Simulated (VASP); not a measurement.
Output of a VASP run:

File OUTCAR:
```
 ion  position               nearest neighbor table
   1  0.000  0.000  0.000-   2 3.00   3 3.00   3 3.00   3 3.00   3 3.00   2 3.00   2 3.00   2 3.00
  LATTYP: Found a face centered cubic cell.
 ALAT       =     6.9272659882
 Subroutine PRICEL returns:
 Original cell was already a primitive cell.
 Subroutine GETGRP returns: Found 48 space group operations
The static configuration has the point symmetry O_h .
The dynamic configuration has the point symmetry O_h .
 Subroutine INISYM returns: Found 48 space group operations
 Subroutine IBZKPT returns following result:
 Found     16 irreducible k-points:

 Following reciprocal coordinates:
            Coordinates               Weight
  0.000000  0.000000  0.000000      1.000000
  0.166667  0.000000  0.000000      8.000000
  0.333333  0.000000  0.000000      8.000000
  0.500000  0.000000  0.000000      4.000000
  0.166667  0.166667  0.000000      6.000000
  0.333333  0.166667  0.000000     24.000000
  0.500000  0.166667  0.000000     24.000000
 -0.333333  0.166667  0.000000     24.000000
 -0.166667  0.166667  0.000000     12.000000
  0.333333  0.333333  0.000000      6.000000
  0.500000  0.333333  0.000000     24.000000
 -0.333333  0.333333  0.000000     12.000000
  0.500000  0.500000  0.000000      3.000000
  0.500000  0.333333  0.166667     24.000000
 -0.333333  0.333333  0.166667     24.000000
 -0.333333  0.500000  0.166667     12.000000
   k-points           NKPTS =     16   k-points in BZ     NKDIM =     16   number of bands    NBANDS=     16
   number of dos      NEDOS =    301   number of ions     NIONS =      3
   total plane-waves  NPLWV =  46656
   dimension x,y,z NGX =    36 NGY =   36 NGZ =   36
   dimension x,y,z NGXF=    72 NGYF=   72 NGZF=   72
   ions per type =               1   2
   PREC   = accura    normal or accurate (medium, high low for compatibility)
   ISTART =      0    job   : 0-new  1-cont  2-samecut
   ICHARG =      2    charge: 1-file 2-atom 10-const
   ISPIN  =      1    spin polarized calculation?
   LNONCOLLINEAR =      F non collinear calculations
   LSORBIT =      F    spin-orbit coupling
   INIWAV =      1    electr: 0-lowe 1-rand  2-diag
   ENCUT  =  520.0 eV  38.22 Ry    6.18 a.u.   9.11  9.11  9.11*2*pi/ulx,y,z
   NELM   =    100;   NELMIN=  2; NELMDL= -5     # of ELM steps
   EDIFF  = 0.1E-06   stopping-criterion for ELM
   LREAL  =      F    real-space projection
   NLSPLINE    = F    spline interpolate recip. space projectors
   LMAXMIX     =    4 max onsite mixed and CHGCAR
   VOSKOWN=      0    Vosko Wilk Nusair interpolation
   EDIFFG = 0.1E-05   stopping-criterion for IOM
   NSW    =      0    number of steps for IOM
   NBLOCK =      1;   KBLOCK =      1    inner block; outer block
   IBRION =     -1    ionic relax: 0-MD 1-quasi-New 2-CG
   NFREE  =      0    steps in history (QN), initial steepest desc. (CG)
   ISIF   =      2    stress and relaxation
   ISYM   =      2    0-nonsym 1-usesym 2-fastsym
   TEIN   =    0.0    initial temperature
   TEBEG  =    0.0;   TEEND  =   0.0 temperature during run
   SMASS  =  -3.00    Nose mass-parameter (am)
   PSTRESS=    0.0 pullay stress
   NELECT =      24.0000    total number of electrons
   EFERMI =   0.00;   METHOD = LEGACY
   ISMEAR =     0;   SIGMA  =   0.05  broadening in eV -4-tet -1-fermi 0-gaus
   IALGO  =     38    algorithm
   LDIAG  =      T    sub-space diagonalisation (order eigenvalues)
   IMIX   =      4    mixing-type and parameters
     AMIX     =   0.40;   BMIX     =  1.00
     AMIX_MAG =   1.60;   BMIX_MAG =  1.00
     AMIN     =   0.10
   METAGGA = R2SCAN    functional components
   VOSKOWN =     0    Vosko Wilk Nusair interpolation
   LHFCALC =     F    Hartree Fock is set to
   LHFONE  =     F    Hartree Fock one center treatment
   AEXX    =    0.0000 exact exchange contribution
   IVDW    =     0    specifies the selected vdW correction
   LEPSILON=     F    determine dielectric tensor
   LRPA    =     F    only Hartree local field effects (RPA)
  energy-cutoff  :      520.00
...
```

File OSZICAR:
```
       N       E                     dE             d eps       ncg     rms          rms(c)
DAV:   1     0.126208085168E+03    0.12621E+03   -0.11888E+04   512   0.138E+03
DAV:   2    -0.326798176774E+02   -0.15889E+03   -0.15477E+03   672   0.259E+02
DAV:   3    -0.422855735949E+02   -0.96058E+01   -0.95952E+01   800   0.665E+01
DAV:   4    -0.425668039395E+02   -0.28123E+00   -0.28100E+00   824   0.914E+00
DAV:   5    -0.425712453830E+02   -0.44414E-02   -0.44413E-02   784   0.989E-01    0.124E+01
DAV:   6    -0.361274131957E+02    0.64438E+01   -0.23886E+00   856   0.119E+01    0.870E+00
DAV:   7    -0.349100176075E+02    0.12174E+01   -0.10048E+00   792   0.103E+01    0.114E+00
DAV:   8    -0.357463451272E+02   -0.83633E+00   -0.10715E+00   728   0.961E+00    0.212E+00
DAV:   9    -0.350537839275E+02    0.69256E+00   -0.13770E-01   640   0.470E+00    0.158E+00
DAV:  10    -0.351705443191E+02   -0.11676E+00   -0.21609E-02   776   0.173E+00    0.133E+00
DAV:  11    -0.356381963977E+02   -0.46765E+00   -0.21871E-01   512   0.505E+00    0.560E-01
DAV:  12    -0.356799437758E+02   -0.41747E-01   -0.24572E-02   568   0.175E+00    0.361E-01
DAV:  13    -0.356455504671E+02    0.34393E-01   -0.25268E-02   512   0.195E+00    0.655E-01
DAV:  14    -0.356757161160E+02   -0.30166E-01   -0.15154E-02   512   0.156E+00    0.253E-01
DAV:  15    -0.356857572844E+02   -0.10041E-01   -0.22107E-03   512   0.575E-01    0.168E-01
DAV:  16    -0.356858079911E+02   -0.50707E-04   -0.39157E-05   816   0.570E-02    0.126E-01
DAV:  17    -0.356862777791E+02   -0.46979E-03   -0.90645E-05   544   0.132E-01    0.674E-02
DAV:  18    -0.356864424501E+02   -0.16467E-03   -0.55868E-05   560   0.857E-02    0.321E-02
DAV:  19    -0.356864873857E+02   -0.44936E-04   -0.26144E-05   592   0.597E-02    0.173E-02
DAV:  20    -0.356864910951E+02   -0.37093E-05   -0.10737E-05   880   0.286E-02    0.910E-03
DAV:  21    -0.356864913752E+02   -0.28018E-06   -0.36309E-07   592   0.634E-03    0.804E-03
DAV:  22    -0.356864912121E+02    0.16317E-06   -0.16776E-06   512   0.135E-02    0.634E-03
DAV:  23    -0.356864919231E+02   -0.71101E-06   -0.38741E-07   536   0.848E-03    0.296E-03
DAV:  24    -0.356864919865E+02   -0.63396E-07   -0.28379E-08   528   0.191E-03
   1 F= -.35686492E+02 E0= -.35686492E+02  d E =-.917597E-25
```

### OUTCAR
```
------------------------ aborting loop because EDIFF is reached ----------------------------------------
  FORCE on cell =-STRESS in cart. coord.  units (eV):
  Direction    XX          YY          ZZ          XY          YZ          ZX
  --------------------------------------------------------------------------------------
  Total        0.6331535      0.6331535      0.6331535     -0.0000000     -0.0000000      0.0000000
  in kB       12.2065801     12.2065801     12.2065801     -0.0000000     -0.0000000      0.0000000
  external PRESSURE =      12.2065801 kB  Pullay stress =       0.0000000 kB
  volume of cell :       83.10
      direct lattice vectors                 reciprocal lattice vectors
     0.000000000  3.463632994  3.463632994    -0.144357096  0.144357096  0.144357096
     3.463632994  0.000000000  3.463632994     0.144357096 -0.144357096  0.144357096
     3.463632994  3.463632994  0.000000000     0.144357096  0.144357096 -0.144357096
 POSITION                                       TOTAL-FORCE (eV/Angst)
 -----------------------------------------------------------------------------------
      0.00000      0.00000      0.00000         0.000000     -0.000000      0.000000
      1.73182      1.73182      1.73182         0.000000     -0.000000     -0.000000
      5.19545      5.19545      5.19545        -0.000000      0.000000      0.000000
 -----------------------------------------------------------------------------------
    total drift:                                0.000000      0.000000      0.000000
  FREE ENERGIE OF THE ION-ELECTRON SYSTEM (eV)
  ---------------------------------------------------
  free  energy   TOTEN  =       -35.6864919865 eV

  energy  without entropy=      -35.6864919865  energy(sigma->0) =      -35.68649199
```
(Selected blocks of OUTCAR.)

POSCAR:
```
SrCl2
1
    0.0000000000     3.4636329941     3.4636329941
    3.4636329941     0.0000000000     3.4636329941
    3.4636329941     3.4636329941     0.0000000000
Sr Cl
1 2
Direct
  0.0000000000   0.0000000000   0.0000000000
  0.2500000000   0.2500000000   0.2500000000
  0.7500000000   0.7500000000   0.7500000000
```

### Question
Write an INCAR and KPOINTS that could have produced this output.

### Answer
This is not unique; one that fits is the input of the run itself, r2SCAN meta-GGA, plane waves, VASP's PBE PAW potentials (set 64).

### INCAR
```
! general
SYSTEM   =  SrCl2
PREC     =  Accurate
ENCUT    =  520   ! plane-wave cut-off (eV)
LREAL    =  F
LASPH    =  T

! electronic loop
EDIFF    =  1E-7   ! SCF stop (eV)
NELM     =  100   ! most electronic steps
ALGO     =  Normal
LMAXMIX  =  4
LMIXTAU  =  T

! smearing
ISMEAR   =  0   ! Gaussian
SIGMA    =  0.05   ! width (eV)

! functional
METAGGA  =  R2SCAN

! ions
ISIF     =  2   ! forces and stress, cell fixed

! output
LWAVE    =  F
LCHARG   =  F
```

KPOINTS:
```
Automatic mesh
0
Gamma
6 6 6
0 0 0
```

POTCAR, in this order: Sr_sv Cl (PBE.64 set). Program: vasp_std.

The compound is SrCl2 in the fluorite structure. This cell is one point of a volume scan, at 0.97 of the reference volume.
